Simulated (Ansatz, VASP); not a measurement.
**Be2B3: VASP beside Ansatz**

```
Be B
1.0
     1.81470   -2.32097    0.00000
     1.81470    2.32097    0.00000
     0.00000    0.00000    4.36868
Be B
2 3
Direct
  0.18952 0.18952 0.18952
  0.81048 0.81048 0.18952
  0.50000 0.50000 0.74758
  0.84210 0.15790 0.50000
  0.15790 0.84210 0.50000
```

Alike in both runs: task relaxation of cell and atoms; functional PBE; k mesh 6 × 6 × 4; occupations gaussian, width 0.1 eV; no spin polarisation.

|  | VASP | Ansatz |
| --- | --- | --- |
| version | VASP 6.6.1 | Ansatz 0.2.0 |
| potentials or method | VASP PAW PBE potentials, release 64 (Be, B) | scalar-relativistic, plane waves, PAW |
| plane-wave cutoff (eV) | 600 | 420 |
| valence electrons in the cell | 13 | 13 |

```tsv
	VASP	Ansatz	Ansatz less VASP
gap on the k mesh at the Fermi level, each at its own relaxed structure (eV)	none	none	-
relaxed volume (Å³/atom)	8.50	8.47	-0.025
relaxed cell length with the largest relative difference (Å)	3.536	3.529	-0.0071
energy change over the relaxation (meV/atom)	-1266	-1259	+6.6
```

A gap of «none» marks a metal or a gap that the smearing closes.

Caveats: the k mesh is coarse (spacing up to 0.37 Å⁻¹), so the values aren't converged; the volume moved by over 15 % at a fixed basis, so the end points are rough (VASP).
